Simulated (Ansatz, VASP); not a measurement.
# Cross-check of Na8Si3B2O13 (borosilicate glass) between VASP and Ansatz, part 3 of 3

Aim: how closely do two programs agree when they are given the same cell, functional and k mesh? Of the first pair: The structure shown is the start of the Ansatz relaxation below; VASP solves that cell, so the two are compared at the walk's first step.

VASP 6.6.1 and Ansatz 0.2.0.

So far. Step 3 (VASP: single point, PBE, start cell, pair 1): The run ends at a pressure of 0.73 GPa, with forces up to 2.3 eV/Å.

### Step 6. VASP: single point, PBE, relaxed cell, pair 2

Level of this step: PBE; plane waves and PAW (Si, B, Na_pv, O) (VASP).

The same cell, functional, mesh and smearing now go to VASP, with its own data sets.

Contents of INCAR:

```
SYSTEM = Na8Si3B2O13
PREC = Accurate
ENCUT = 600
EDIFF = 1E-06
NELM = 120
ISMEAR = -1
SIGMA = 0.05
LREAL = .FALSE.
ALGO = Normal
GGA = PE
NBANDS = 96
LORBIT = 11
LWAVE = .FALSE.
LCHARG = .FALSE.
ISIF = 2
LASPH = .TRUE.
GGA_COMPAT = .FALSE.
EFERMI = MIDGAP
```

Contents of POSCAR:

```
Na8Si3B2O13
1.0
    6.8654460765      0.0000000000      0.0000000000
    0.0000000000      6.8654460765      0.0000000000
    0.0000000000      0.0000000000      6.8654460765
Si B Na O
3 2 8 13
Direct
    0.3980389098      0.3922068709      0.5235237425
    0.8248506056      0.8037059598      0.6120160279
    0.3980450827      0.7152114013      0.2005399022
    0.6474044574      0.5420787102      0.8758814977
    0.6474201885      0.0675782239      0.3503783872
    0.8254917697      0.7696598521      0.1354380596
    0.0101175097      0.4459761624      0.2542760268
    0.5599332159      0.2382690814      0.0465730701
    0.9577292144      0.1120449043      0.9203094607
    0.8254680455      0.3271812377      0.5779764053
    0.3902247059      0.8641901010      0.6724311326
    0.1178266583      0.0077076445      0.3771914694
    0.1178775836      0.5688892359      0.8160282967
    0.8458230633      0.6401023538      0.4483846606
    0.8163251336      0.0957543070      0.2322393820
    0.3833474255      0.6131322837      0.4214585760
    0.4911822537      0.4305899798      0.7439556267
    0.0344513547      0.8835261634      0.6918737550
    0.5379536880      0.5738820398      0.0673579755
    0.1800330774      0.3046239580      0.5423078984
    0.6849431901      0.9933793131      0.5464675358
    0.4911787495      0.9356416116      0.2389409969
    0.5379650138      0.2590517443      0.3821886767
    0.8163366648      0.4239797467      0.9040663971
    0.6848832277      0.7381636313      0.8016506777
    0.1800372110      0.7339934822      0.1129663628
```

Contents of KPOINTS:

```
Automatic mesh
0
Gamma
1 1 1
0 0 0
```

Potentials, in the order of the species: Si, B, Na_pv and O (PBE family, release 64).

On the command line:

```sh
$ mpirun -np 4 vasp_gam
```

Numbers of over 12 decimals in the logs are rounded to 6 here.

The program printed:

```text
[banner, memory and clock lines left out]
running    4 mpi-ranks, on    1 nodes
[...]
[... a notice as in an earlier step ...]

 LDA part: xc-table for (Slater+PW92), standard interpolation
 POSCAR, INCAR and KPOINTS ok, starting setup
[...]
entering main loop
       N       E                     dE             d eps       ncg     rms          rms(c)
DAV:   1     0.281270056666E+04    0.28127E+04   -0.86069E+04   192   0.223E+03
DAV:   2     0.389439978777E+03   -0.24233E+04   -0.23440E+04   216   0.642E+02
DAV:   3    -0.140990366444E+03   -0.53043E+03   -0.51184E+03   224   0.270E+02
DAV:   4    -0.183555402398E+03   -0.42565E+02   -0.42274E+02   248   0.807E+01
[...]
DAV:  15    -0.161033978736E+03   -0.11157E-04   -0.66369E-05   240   0.437E-02    0.144E-02
DAV:  16    -0.161033982594E+03   -0.38584E-05   -0.47025E-05   232   0.269E-02    0.106E-02
DAV:  17    -0.161033982059E+03    0.53550E-06   -0.80373E-06   208   0.148E-02
   1 F= -.16103398E+03 E0= -.16103398E+03  d E =-.248890E-12
```

Parts of OUTCAR (step 6):

```text
  Total       -3.2580378      1.3263452      1.3250114     -0.3197968     -7.2006065     -0.3160472
  in kB      -16.1309674      6.5669070      6.5603031     -1.5833553    -35.6511365     -1.5647905
  external PRESSURE =      -1.0012524 kB  Pullay stress =       0.0000000 kB

 POSITION                                       TOTAL-FORCE (eV/Angst)
 -----------------------------------------------------------------------------------
      2.73271      2.69268      3.59422         0.046947      0.022529      0.023457
      5.66297      5.51780      4.20176        -0.030125      0.049231      0.049411
      2.73276      4.91025      1.37680         0.046496      0.023296      0.021865
      4.44472      3.72161      6.01332        -0.069019     -0.029732      0.005259
      4.44483      0.46395      2.40550        -0.069094      0.004930     -0.030038
      5.66737      5.28406      0.92984         0.009527     -0.009905     -0.003357
      0.06946      3.06183      1.74572         0.005653     -0.008632     -0.008583
      3.84419      1.63582      0.31974         0.008168      0.001523      0.001513
      6.57524      0.76924      6.31833        -0.005602      0.002139      0.002119
      5.66721      2.24625      3.96807         0.009774     -0.003402     -0.010111
      2.67907      5.93305      4.61654        -0.002151      0.001134      0.000971
      0.80893      0.05292      2.58959        -0.001500     -0.003589     -0.001655
      0.80928      3.90568      5.60240        -0.001243     -0.001006     -0.003642
      5.80695      4.39459      3.07836         0.003016     -0.048076     -0.047189
[...]
-----------------------------------------------------------------------------------
    total drift:                               -0.000221      0.001557      0.000652

  FREE ENERGIE OF THE ION-ELECTRON SYSTEM (eV)
  ---------------------------------------------------
  free  energy   TOTEN  =      -161.0339820589 eV

  energy  without entropy=     -161.0339820589  energy(sigma->0) =     -161.03398206

[... 1 part as in an earlier step ...]

[... 2 further parts left out ...]
[key lines of the parts left out:]
E-fermi :   3.0028
```

The run ends at a pressure of -0.10 GPa, with forces up to 0.085 eV/Å.

### Step 7. Side by side

What differs besides the data sets and the points named for the pairs above, as far as they apply: the data sets hold 168 valence electrons in Ansatz (on its default PAW (the set named soft_2) files) and 152 in VASP; the cutoff is 420 eV in Ansatz and 600 eV in VASP; Ansatz's pressure holds a Pulay correction, VASP's none. Total energies have different zeros and are not compared.

Compared:

| quantity | Ansatz | VASP | difference |
| --- | --- | --- | --- |
| pressure (GPa) | -0.10 | -0.10 | 0.00 |
| gap on the k mesh (eV) | 3.106 | 3.105 | +0.001 |

Forces on 7 of the 26 atoms, those with the largest forces and the largest differences (eV/Å; atoms numbered as in POSCAR):

| atom | Ansatz x, y, z | VASP x, y, z |
| --- | --- | --- |
| Si2 | 0.010, 0.007, 0.008 | -0.030, 0.049, 0.049 |
| B4 | -0.010, -0.018, -0.008 | -0.069, -0.030, 0.005 |
| B5 | -0.010, -0.008, -0.019 | -0.069, 0.005, -0.030 |
| O15 | 0.012, 0.013, -0.005 | 0.072, 0.021, -0.040 |
| O20 | 0.005, 0.003, 0.009 | -0.063, -0.022, 0.015 |
| O24 | 0.012, -0.005, 0.012 | 0.072, -0.040, 0.022 |
| O26 | 0.005, 0.009, 0.003 | -0.063, 0.016, -0.022 |

The forces differ by 25 meV/Å r.m.s., which is 89.2 % of the r.m.s. force of 0.028 eV/Å (both taken over all components). A gap on the mesh is an upper bound, since the band edges may lie between its points.

### Step 8. What came out

* r.m.s. force difference (single point, PBE, start cell, pair 1): 3.7 % of the r.m.s. force
* r.m.s. force difference (single point, PBE, relaxed cell, pair 2): 25 meV/Å

In words: The r.m.s. force difference is 25 meV/Å (single point, PBE, relaxed cell, pair 2), beyond the 12 meV/Å picked in this series as the mark of a large difference. The data sets hold unlike numbers of valence electrons (168 in Ansatz and 152 in VASP), so part of the differences comes from the potentials. What causes the difference of the single point, PBE, start cell, pair 1 pair stays open here. What causes the difference of the single point, PBE, relaxed cell, pair 2 pair stays open here. How closely two codes agree says nothing of how well the functional describes the real material.

[Lines on the potential files, build, host, timing and source positions are cut from VASP's logs without a mark.]

[Logs are printed without paths, hosts, clocks, repeated set-up lines and the standing remarks that a program may print on its own settings, such as how far it seeks lower states.]

[Hosts, paths, dates, database ids (printed as entryN), source tags and the programs' standing remarks are cut or masked in the printed files.]
